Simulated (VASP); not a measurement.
## HfO2: energy against volume

HfO2 (fluorite, Fm-3m, 10.305 Å³/atom and stress up to 0.30 GPa in the relaxed cell, cube axes along x, y and z) under an equal strain ε along all three axes. LDA in VASP (plane waves, PAW), 600 eV, 10×10×10 Γ-centred mesh, Gaussian smearing 0.05 eV; ions are relaxed, or left where forces stay under 0.02 eV/Å, within the symmetry of each cell. Against the start cell, which lies near the measured one, the relaxed cell differs by -5.7 % in volume; the values below rest on it.

Here V stands for volume and E for E less E0.

```csv
volume (Å³/atom),E less E0 (meV/atom),pressure (GPa)
9.4051,?,?
9.6989,36.64,19.64
9.8482,20.45,14.14
9.9989,9.07,9.00
10.1512,2.38,4.19
10.3050,0.00,-0.30
10.4603,1.89,-4.49
10.6172,7.74,-8.39
10.7757,17.37,-12.03
10.9357,30.64,-15.41
```

Using the third-order Birch-Murnaghan form, a cubic in V^(-2/3), estimate the missing E at V = 9.4051 from the other rows, showing the fit.

With u = V^(-2/3) - 0.211, the rows have u = 0.008880, 0.006652, 0.004459, 0.002299, 0.000171, -0.001924, -0.003989, -0.006024, -0.008028. Least squares gives E = 0.023 - 64.74·u + 469225·u² + 279907·u³. Residuals (row less fit): -0.005, 0.012, -0.019, 0.022, -0.026, 0.007, 0.010, -0.009, 0.001; standard error 0.020 (degrees of freedom: 5). Its minimum lies at u = 0.000069, so V0 = (0.211069)^(-3/2) = 10.31. There d²E/du² = 938600 and d³E/du³ = 1679000, so B0 = (4/9) × 10.31^(-7/3) × 938600 × 0.160218 = 289 GPa (the last factor turns the table's units into GPa), and B0' = 4 + (2/3) × 0.211069 × (1679000)/938600 = 4.3. B0' rests on the cubic coefficient alone and has a standard error of 0.1 from these residuals. At the withheld row, u = 0.013435, so E = 0.023 - 64.74 × 0.013435 + 469225 × 0.013435² + 279907 × 0.013435³ = 84.527 meV/atom. The calculation gives 84.55 meV/atom, 0.023 meV/atom above the prediction (0.0 % of the range of E in the table). The row lies outside the fitted rows, so this is an extrapolation. From the scatter of the fitted rows alone, a prediction at this place has a standard error of 0.094 meV/atom, so the miss is 0.2 times that.

The primitive cell can neither tilt nor turn polar against its symmetry, as such crystals can under strain. Other structures, which can take over under pressure, weren't tried. The same form fitted to the pressure column gives B0' = 4.3; series where the two differ by over 0.4 aren't shown. HfO2 is here the high-temperature cubic form, which is unstable at 0 K; the monoclinic form is the stable one. Rows are the converged runs of the series near zero and its far end, less any whose ions stayed unrelaxed beside relaxed ones; series whose fitted rows scatter by over a few per cent of the range, as at a crossing or softening among them, aren't shown in this form.
